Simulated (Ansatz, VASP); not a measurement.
## GeF2 (1T-GeF2 monolayer): VASP beside Ansatz

One calculation is typed for both programs; each brings its own data sets. How far apart do they land? The cell is taken from a series of runs on this material, whose earlier steps may have relaxed, scaled, displaced or heated it; both programs get it as it stands.

Method: plane waves, with VASP 6.6.1 beside it; single point at PBE with D3(BJ), in Ansatz 0.2.0.

## 1. Starting point

The cell holds 3 atoms: 2 F and 1 Ge. Cell: a = 3.603 Å, b = 3.603 Å, c = 19.981 Å, α = 90.0°, β = 90.0°, γ = 120.0°. Vacuum lies along c.

Structure file:

```cif
data_structure
_symmetry_space_group_name_H-M 'P 1'
_symmetry_Int_Tables_number 1
_cell_length_a 3.6030
_cell_length_b 3.6030
_cell_length_c 19.9814
_cell_angle_alpha 90.000
_cell_angle_beta 90.000
_cell_angle_gamma 120.000
_cell_volume 224.63
loop_
_atom_site_label
_atom_site_type_symbol
_atom_site_fract_x
_atom_site_fract_y
_atom_site_fract_z
_atom_site_occupancy
F1 F 0.66667 0.33333 0.45042 1
F2 F 0.33333 0.66667 0.54958 1
Ge3 Ge 0.00000 0.00000 0.50000 1
```

## 2. Ansatz: single point, PBE with D3(BJ)

Ansatz runs on its default PAW (the set named soft_2) files.

A single point gives forces, pressure and levels at one fixed geometry, so differences don't come from the geometry; what else differs is listed under the comparison.

The input, input.yaml:

```yaml
crystal:
  lattice:
    - [3.602962078, 0.0, 0.0]
    - [-1.801481039, 3.1202566884, 0.0]
    - [0.0, 0.0, 19.9813846284]
  atoms:
    - { symbol: F, position: [0.6666666667, 0.3333333333, 0.4504192361] }
    - { symbol: Ge, position: [0.0, 0.0, 0.5] }
    - { symbol: F, position: [0.3333333333, 0.6666666667, 0.5495807639] }
kpoints:
  mp_grid: { grid: [24, 24, 1] }
  band_path:
    path: [[0, 0, 0], [0.5, 0, 0], [0.33333333, 0.33333333, 0], [0, 0, 0]]
    npoints: 16
hamiltonian:
  xc: pbe
  dispersion: d3bj
scf:
  occupations: { method: fermi_dirac, width: 0.02585 }
  convergence: { dr2_threshold: 1.0e-10 }
efield:
  axis: 3
  dipole_correction: true
  ramp_position: 0.97
  ramp_width: 0.06
  amplitude: 0
output:
  dos: { projected: true, e_range: [-6, 5] }
  write_potential: true
  write_density: true
  volumetric_format: npy
  elf: true
```

Command:

```console
ansatz run input.yaml --threads 2 --pin off --max-ram 3072MiB --backend cpu --events-out ev --progress --plain --runs-dir out
```

Numbers of over 12 decimals in the logs are rounded to 6 here.

The program printed:

```text
Engine: ansatz 0.2.0, aarch64-unknown-linux-gnu
Pseudopotentials: kind: paw
Pseudopotential: F, paw, valence charge 7, recommended cutoff 420 eV (normal), F.paw.azcp
Pseudopotential: Ge, paw, valence charge 14, recommended cutoff 420 eV (normal), Ge.paw.azcp
Functional definition: PBE
  parameter kappa = 0.804
  parameter beta = 0.066725
  exchange = pbe_x(kappa = kappa, mu = beta*pi^2/3)
  correlation = pbe_c(beta = beta)
Crystal: 3 atoms, lattice volume = 224.634 Å³
Basis set: ecut = 420 eV, 4315 PW (Γ)
Bands: 18, of which v1, the nominal top of the filled ones, is band 14 counted from 1 (13 counted from 0)
Symmetry: 6 space group operations
k-points: 61 of 576 (time reversal used)
Non-local potential: F, projectors of the file, l = 0: 2, l = 1: 2, l = 2: 1
Non-local potential: Ge, projectors of the file, l = 0: 2, l = 1: 2, l = 2: 3, l = 3: 1
PAW form: soft (Blöchl's): semilocal exchange-correlation on the pseudo side does not see the compensation charge
PAW one-centre angular grid: F, 110 points (default); XC on 64 Gauss nodes
PAW one-centre angular grid: Ge, 590 points (default); XC on 64 Gauss nodes
Initial density: superposition of atomic densities (neutral atoms: chi_scale 0, normalization atom), corrected by the library's trained network
Initial wavefunctions: pseudopotential atomic-orbital guess
Functional: x = pbe(κ = 0.804, μ = 0.219515), c = pbe(β = 0.066725)
SCF iter   1: F=—  HF=-5911.916796 eV  |F-HF|=—  |Δ(HF+E_count)|=         —  Δρ=2.70e-3  dr2=1.60e-2  ethr=1.77e-3  p=0.000 e·Å  D=7.33e-14 V/Å  ΔV_dip=-0.00 eV  dr2_dipole=1.34e-11  V_vac-E_F(+/−)=5.91/5.91 eV  ⟨swp⟩=6.6  Hψ=5857  notcnv=0
efield: sawtooth ramp at fractional position 0.9700 (set: `efield.ramp_position`, or a place that a band, a saddle search or an elastic batch's reference lends), width 0.0600; the density the first Hamiltonian is built on has a dipole p = 0.000 e·Å; the dipole correction subtracts the counter field D = 7.33e-14 V/Å, which shifts the + side's vacuum level by -0.00 eV against the − side's; the planar-averaged density in the ramp window peaks in size at 1.4e-5 e/Å³
preconditioner: auto → none  [insulator: Δε(μ)=2.809 eV  Ē_g=19.499 eV  σ=0.026 eV  W_gap=1.00  n_scr=12 (ndim 8)  ℏωp=13.1 eV  f_vac=0.773  D(μ)=0.00/eV (n_scr^D=0)  ε∞_Penn≈1.5]
SCF iter   2: F=—  HF=-5911.917033 eV  |F-HF|=—  |Δ(HF+E_count)|=   2.37e-4  Δρ=2.28e-3  dr2=6.99e-3  ethr=5.72e-5  p=-0.000 e·Å  D=-2.32e-6 V/Å  ΔV_dip=0.00 eV  dr2_dipole=6.02e-11  V_vac-E_F(+/−)=5.70/5.70 eV  ⟨swp⟩=3.0  Hψ=2440  notcnv=0
SCF iter   3: F=—  HF=-5911.915919 eV  |F-HF|=—  |Δ(HF+E_count)|=   1.11e-3  Δρ=5.86e-4  dr2=7.55e-4  ethr=2.50e-5  p=0.000 e·Å  D=7.54e-7 V/Å  ΔV_dip=-0.00 eV  dr2_dipole=2.77e-11  V_vac-E_F(+/−)=5.69/5.69 eV  ⟨swp⟩=2.0  Hψ=1710  notcnv=0
SCF iter   4: F=—  HF=-5911.916540 eV  |F-HF|=—  |Δ(HF+E_count)|=   6.20e-4  Δρ=1.30e-4  dr2=3.59e-5  ethr=2.69e-6  p=-0.000 e·Å  D=-5.11e-6 V/Å  ΔV_dip=0.00 eV  dr2_dipole=3.87e-10  V_vac-E_F(+/−)=5.62/5.62 eV  ⟨swp⟩=3.9  Hψ=2238  notcnv=0
SCF iter   5: F=—  HF=-5911.916634 eV  |F-HF|=—  |Δ(HF+E_count)|=   9.41e-5  Δρ=3.13e-5  dr2=1.46e-6  ethr=1.28e-7  p=0.000 e·Å  D=4.62e-6 V/Å  ΔV_dip=-0.00 eV  dr2_dipole=3.49e-10  V_vac-E_F(+/−)=5.60/5.60 eV  ⟨swp⟩=2.9  Hψ=2252  notcnv=0
SCF iter   6: F=—  HF=-5911.916666 eV  |F-HF|=—  |Δ(HF+E_count)|=   3.27e-5  Δρ=9.02e-6  dr2=1.79e-7  ethr=5.20e-9  p=-0.000 e·Å  D=-2.23e-5 V/Å  ΔV_dip=0.00 eV  dr2_dipole=8.78e-9  V_vac-E_F(+/−)=5.60/5.60 eV  ⟨swp⟩=2.0  Hψ=2140  notcnv=0
SCF iter   7: F=—  HF=-5911.916666 eV  |F-HF|=—  |Δ(HF+E_count)|=   3.51e-8  Δρ=1.13e-5  dr2=3.95e-7  ethr=6.38e-10  p=0.000 e·Å  D=4.16e-5 V/Å  ΔV_dip=-0.00 eV  dr2_dipole=3.14e-8  V_vac-E_F(+/−)=5.60/5.60 eV  ⟨swp⟩=2.0  Hψ=1952  notcnv=0
SCF iter   8: F=—  HF=-5911.916666 eV  |F-HF|=—  |Δ(HF+E_count)|=   7.35e-8  Δρ=2.17e-6  dr2=1.26e-8  ethr=6.38e-10  p=0.000 e·Å  D=7.51e-6 V/Å  ΔV_dip=-0.00 eV  dr2_dipole=9.92e-10  V_vac-E_F(+/−)=5.60/5.60 eV  ⟨swp⟩=3.0  Hψ=2031  notcnv=0
SCF iter   9: F=—  HF=-5911.916666 eV  |F-HF|=—  |Δ(HF+E_count)|=  5.76e-10  Δρ=4.08e-7  dr2=2.61e-10  ethr=4.49e-11  p=0.000 e·Å  D=4.43e-7 V/Å  ΔV_dip=-0.00 eV  dr2_dipole=8.10e-12  V_vac-E_F(+/−)=5.60/5.60 eV  ⟨swp⟩=2.1  Hψ=1514  notcnv=0
SCF iter  10: F=-5911.916666 eV  HF=-5911.916666 eV  |F-HF|=1.46e-11  |Δ(HF+E_count)|=  3.64e-11  Δρ=8.47e-8  dr2=1.94e-11  ethr=1.00e-12  p=0.000 e·Å  D=5.32e-7 V/Å  ΔV_dip=-0.00 eV  dr2_dipole=1.68e-12  V_vac-E_F(+/−)=5.60/5.60 eV  ⟨swp⟩=3.6  Hψ=2885  notcnv=0
SCF 1 converged in 10 iterations: F = -5911.916666 eV  dr2 = 1.94e-11
  greatest PAW one-centre occupation: 0.999 electrons in one spin orbital (limit 2), on the Ge atom at site 1 (counted from 0), in its partial waves of l = 2
NSCF: frozen V_eff on 49 k-points
efield: sawtooth ramp at fractional position 0.9700 (kept from the solve that this one continues, or follows in the run), width 0.0600; the density the first Hamiltonian is built on has a dipole p = 0.000 e·Å; the dipole correction subtracts the counter field D = 5.32e-7 V/Å, which shifts the + side's vacuum level by -0.00 eV against the − side's; the planar-averaged density in the ramp window peaks in size at 1.0e-5 e/Å³
WARN: The output density's exchange-correlation potential varies sharply where the density is thin. Do not read a vacuum level from v_tot or v_xc, or from such a field of the output density. On a cell that repeats whose density bears no net charge and no dipole along the vacuum's axis use v_es (v_loc + v_h of the components); under efield.dipole_correction with no amplitude use v_es + v_field, which holds any externa [...]
SCF converged after 10 iterations
Free energy (F): -5911.916666 eV
Harris-Foulkes:  -5911.916666 eV  (|F-HF|=1.46e-11)
Internal energy: -5911.916666 eV  (E = F + TS)
E sigma→0 (E₀):  -5911.916666 eV
Fermi energy:    -3.389721 eV
Dipole field:    D = -0.000001 V/Å  (p = -0.000001 e·Å, saw-weighted, corrected)
Work function:   Φ+ = 5.5985 eV   Φ− = 5.5986 eV
Levels:          The Fermi level and band energies are counted from a zero that moves with the ramp; work functions are not
--- Per-component energies (eV) ---
  E_band       = -506.929573
  E_kinetic    = 518.064466
  E_local      = -18937.432110  (includes V_loc(G=0)·N_el)
  E_nonlocal   = 557.158799
  E_hartree    = 9024.656078
  E_xc         = -233.777899
  E_vxc        = -266.736530  (∫ρ·V_xc dr)
  E_paw        = -2411.060255  (= ΣΔE_a)
  E_vpaw       = -427.300935  (= ΣTr[D̂ρ^β])
  E_aug_tail   = 0.004561  (compensation charges beyond the density's cutoff)
  E_efield     = 0.000000  (sawtooth field / dipole correction)
  E_vefield    = 0.000000  (∫n·V_field dr)
  E_ewald      = 5570.676828
  E_disp       = -0.207135  (pairwise vdW)
  E_smearing   = -0.000000  (= −TS)
  E_closure    = -0.000000  (closes the sum)
  Σ components = -5911.916666   (vs F -5911.916666, Δ=0.00e0)
--- Band table (eV; the first three rows and the last of 61) ---
  k-point 0: bands = [... 10 lower, -7.9912, -7.9912, -7.3773, -6.6443, -2.0385, 1.6154, 1.6154, 1.7764]
  k-point 1: bands = [... 10 lower, -7.9593, -7.9458, -7.3665, -6.6011, -2.0055, 1.5061, 1.6285, 1.8491]
  k-point 2: bands = [... 10 lower, -7.9372, -7.8839, -7.3411, -6.4820, -1.9097, 1.3014, 1.6664, 1.9662]
  k-point 60: bands = [... 10 lower, -8.4002, -7.3765, -7.3765, -4.7783, 0.3423, 0.8881, 0.8881, 5.7358]
```

In the SCF lines HF is the Harris–Foulkes energy and dr2 the Hartree energy of the density residual, in eV; the loop may stop once dr2 is under the threshold and the program's other checks hold. Hψ counts applications of the Hamiltonian.

## 3. VASP: single point, PBE with D3(BJ)

The same cell, functional, mesh and smearing now go to VASP, with its own data sets.

Lines of VASP's logs that name or quote its potential files are left out, and so is its time.

The input, INCAR:

```
SYSTEM = GeF2
PREC = Accurate
ENCUT = 520
EDIFF = 1E-06
NELM = 120
ISMEAR = -1
SIGMA = 0.02585
LREAL = .FALSE.
ALGO = Normal
GGA = PE
IVDW = 12
NBANDS = 20
LORBIT = 11
LWAVE = .FALSE.
LCHARG = .FALSE.
ISIF = 2
LDIPOL = .TRUE.
IDIPOL = 3
DIPOL = 0.5 0.5 0.5
LVHAR = .TRUE.
LASPH = .TRUE.
GGA_COMPAT = .FALSE.
EFERMI = MIDGAP
NELMDL = -8
```

The input, POSCAR:

```
GeF2
1.0
    3.6029620780      0.0000000000      0.0000000000
   -1.8014810390      3.1202566884      0.0000000000
    0.0000000000      0.0000000000     19.9813846284
F Ge
2 1
Direct
    0.6666666667      0.3333333333      0.4504192361
    0.3333333333      0.6666666667      0.5495807639
    0.0000000000      0.0000000000      0.5000000000
```

The input, KPOINTS:

```
Automatic mesh
0
Gamma
24 24 1
0 0 0
```

The projector-augmented-wave data sets are F and Ge_d (PBE family, release 64).

Command:

```console
mpirun -np 1 vasp_std
```

The program printed:

```text
[banner, memory and clock lines left out]
running    1 mpi-ranks, on    1 nodes
 distrk:  each k-point on    1 cores,    1 groups
 distr:  one band on    1 cores,    1 groups

 POSCAR found type information on POSCAR F Ge
 POSCAR found :  2 types and       3 ions
 LDA part: xc-table for (Slater+PW92), standard interpolation
 POSCAR, INCAR and KPOINTS ok, starting setup
 FFT: planning ... GRIDC
 FFT: planning ... GRID_SOFT
 FFT: planning ... GRID
 WAVECAR not read
 entering main loop
       N       E                     dE             d eps       ncg     rms          rms(c)
DAV:   1     0.273371703458E+03    0.27337E+03   -0.12975E+04  2656   0.148E+03
DAV:   2     0.267706002114E+02   -0.24660E+03   -0.23633E+03  3404   0.371E+02
DAV:   3    -0.144768312873E+02   -0.41247E+02   -0.40910E+02  3304   0.152E+02
DAV:   4    -0.155106149260E+02   -0.10338E+01   -0.10308E+01  2952   0.311E+01
DAV:   5    -0.155364146479E+02   -0.25800E-01   -0.25799E-01  3040   0.457E+00
DAV:   6    -0.155370840871E+02   -0.66944E-03   -0.66944E-03  3364   0.642E-01
DAV:   7    -0.155371009695E+02   -0.16882E-04   -0.16882E-04  3264   0.792E-02
DAV:   8    -0.155371014245E+02   -0.45501E-06   -0.45503E-06  2696   0.134E-02    0.774E+00
DAV:   9    -0.137584268559E+02    0.17787E+01   -0.99259E+00  3384   0.323E+01    0.285E+00
DAV:  10    -0.137370622304E+02    0.21365E-01   -0.41969E-01  2556   0.429E+00    0.163E+00
DAV:  11    -0.137223398778E+02    0.14722E-01   -0.10692E-01  2648   0.334E+00    0.316E-01
DAV:  12    -0.137221865564E+02    0.15332E-03   -0.15854E-02  3224   0.121E+00    0.104E-01
DAV:  13    -0.137231224154E+02   -0.93586E-03   -0.13487E-03  2512   0.400E-01    0.336E-02
DAV:  14    -0.137231885107E+02   -0.66095E-04   -0.12049E-04  2952   0.120E-01    0.886E-03
DAV:  15    -0.137232203659E+02   -0.31855E-04   -0.11573E-05  2988   0.306E-02    0.444E-03
DAV:  16    -0.137232486606E+02   -0.28295E-04   -0.23775E-06  2800   0.141E-02    0.122E-03
DAV:  17    -0.137232687157E+02   -0.20055E-04   -0.67307E-07  2564   0.107E-02    0.718E-04
DAV:  18    -0.137232875621E+02   -0.18846E-04   -0.64847E-07  2176   0.472E-03    0.737E-04
DAV:  19    -0.137232923606E+02   -0.47985E-05   -0.34404E-07  2508   0.586E-03    0.267E-04
DAV:  20    -0.137232932598E+02   -0.89921E-06   -0.28227E-08  2292   0.146E-03
   1 F= -.13930414E+02 E0= -.13930414E+02  d E =0.000000E+00
```

Parts of OUTCAR (step 3):

```text
ion  position               nearest neighbor table
   1  0.667  0.333  0.450-   3 2.30   3 2.30   3 2.30
   2  0.333  0.667  0.550-   3 2.30   3 2.30   3 2.30
   3  0.000  0.000  0.500-   1 2.30   2 2.30   2 2.30   1 2.30   1 2.30   2 2.30

  LATTYP: Found a hexagonal cell.
 ALAT       =     3.6029620780
 C/A-ratio  =     5.5458215201

 Subroutine GETGRP returns: Found 12 space group operations
 (whereof 12 operations were pure point group operations)

The static configuration has the point symmetry D_3d.

 Found     61 irreducible k-points:

   k-points           NKPTS =     61   k-points in BZ     NKDIM =     61   number of bands    NBANDS=     20

   dimension x,y,z NGX =    28 NGY =   28 NGZ =  150
   dimension x,y,z NGXF=    56 NGYF=   56 NGZF=  300

   ENCUT  =  520.0 eV  38.22 Ry    6.18 a.u.   6.70  6.70 37.15*2*pi/ulx,y,z

   NELECT =      28.0000    total number of electrons

 k-points in reciprocal lattice and weights: Automatic mesh
   0.00000000  0.00000000  0.00000000       0.002
   0.04166667 -0.00000000  0.00000000       0.010
   0.08333333  0.00000000  0.00000000       0.010
   0.12500000 -0.00000000  0.00000000       0.010
   0.16666667  0.00000000  0.00000000       0.010
   0.20833333 -0.00000000  0.00000000       0.010
   0.25000000 -0.00000000  0.00000000       0.010
   0.29166667  0.00000000  0.00000000       0.010
   0.33333333  0.00000000  0.00000000       0.010
[...]
0.33333333  0.29166667  0.00000000       0.021
   0.33333333  0.33333333  0.00000000       0.003

 dipolmoment           0.000000      0.000000      0.000000 electrons x Angstroem

 average (electrostatic) potential at core
       1 -83.5293       2 -83.5293       3 -83.8564

 E-fermi :  -4.0056

 k-point     1 :       0.0000    0.0000    0.0000
  band No.  band energies     occupation
    ...
     10      -8.6710      2.00000
     11      -8.5829      2.00000
     12      -8.5829      2.00000
     13      -7.9663      2.00000
     14      -7.2419      2.00000
     15      -2.6387      0.00000
     16       1.0127      0.00000
     17       1.0127      0.00000
     18       1.2187      0.00000
     19       1.5918      0.00000
    ...

 k-point     2 :       0.0417   -0.0000    0.0000
  band No.  band energies     occupation
    ...
     10      -8.7263      2.00000
     11      -8.5510      2.00000
     12      -8.5377      2.00000
     13      -7.9556      2.00000
     14      -7.1987      2.00000
     15      -2.6058      0.00000
     16       0.9076      0.00000
     17       1.0258      0.00000
     18       1.2881      0.00000
     19       1.6174      0.00000
    ...

 k-point     3 :       0.0833    0.0000    0.0000
  band No.  band energies     occupation
    ...
     10      -8.8176      2.00000
     11      -8.5287      2.00000
     12      -8.4757      2.00000
     13      -7.9299      2.00000
     14      -7.0795      2.00000
     15      -2.5099      0.00000
     16       0.7021      0.00000
     17       1.0638      0.00000
     18       1.4072      0.00000
     19       1.6940      0.00000
    ...

 Edisp (eV)   -0.20712

  Total      -0.01252    -0.01252    -0.07428    -0.00000     0.00000     0.00000
  in kB      -0.08930    -0.08930    -0.52977    -0.00000     0.00000     0.00000
  external pressure =       -0.24 kB  Pullay stress =        0.00 kB

  energy-cutoff  :      520.00
  volume of cell :      224.63
      direct lattice vectors                 reciprocal lattice vectors
     3.602962078  0.000000000  0.000000000     0.277549410  0.160243227  0.000000000
    -1.801481039  3.120256688  0.000000000     0.000000000  0.320486453  0.000000000
     0.000000000  0.000000000 19.981384628     0.000000000  0.000000000  0.050046582

 POSITION                                       TOTAL-FORCE (eV/Angst)
 -----------------------------------------------------------------------------------
      1.80148      1.04009      9.00000        -0.000000      0.000000     -0.010215
     -0.00000      2.08017     10.98138         0.000000     -0.000000      0.010215
      0.00000      0.00000      9.99069         0.000000      0.000000     -0.000000
 -----------------------------------------------------------------------------------
    total drift:                                0.000000      0.000000      0.000000

  FREE ENERGIE OF THE ION-ELECTRON SYSTEM (eV)
  ---------------------------------------------------
  free  energy   TOTEN  =       -13.9304136893 eV

  energy  without entropy=      -13.9304136893  energy(sigma->0) =      -13.93041369

 vacuum level on the upper side and lower side of the slab         1.622         1.622

 total charge
# of ion       s       p       d       tot
------------------------------------------
    1        1.745   4.300   0.000   6.045
    2        1.745   4.300   0.000   6.045
    3        1.466   0.385  10.036  11.887
--------------------------------------------------
tot          4.957   8.985  10.036  23.978

[... 3 further parts left out ...]
```

The gap is read on the k-mesh alone, so it is an upper bound where the band edges lie off the mesh.

## 4. Differences

Known differences besides the potentials themselves: the cutoff is 420 eV in Ansatz and 520 eV in VASP. Total energies have different zeros and are not compared.

Compared:

```tsv
quantity	Ansatz	VASP	difference
gap on the k mesh (eV)	2.740	2.734	+0.006
```

A gap on the mesh is an upper bound, since the band edges may lie between its points. With vacuum in the cell, a pressure given here is an average over mostly empty space and none of the material.

## 5. Summary of results

- difference in gap on the k mesh (single point, PBE with D3(BJ)): 0.0061 eV

**Reading.** The difference in gap on the k mesh is 0.0061 eV (single point, PBE with D3(BJ)), within the 0.08 eV picked in this series as the mark of a large difference. Such differences can come from data sets, numerical settings and the points named under the comparisons, not from the functional's error against experiment.

[Lines on the potential files, build, host, timing and source positions are cut from VASP's logs without a mark.]

[Logs are printed without paths, hosts, clocks, repeated set-up lines and the standing remarks that a program may print on its own settings, such as how far it seeks lower states.]

[Hosts, paths, dates, database ids (printed as entryN), source tags and the programs' standing remarks are cut or masked in the printed files.]
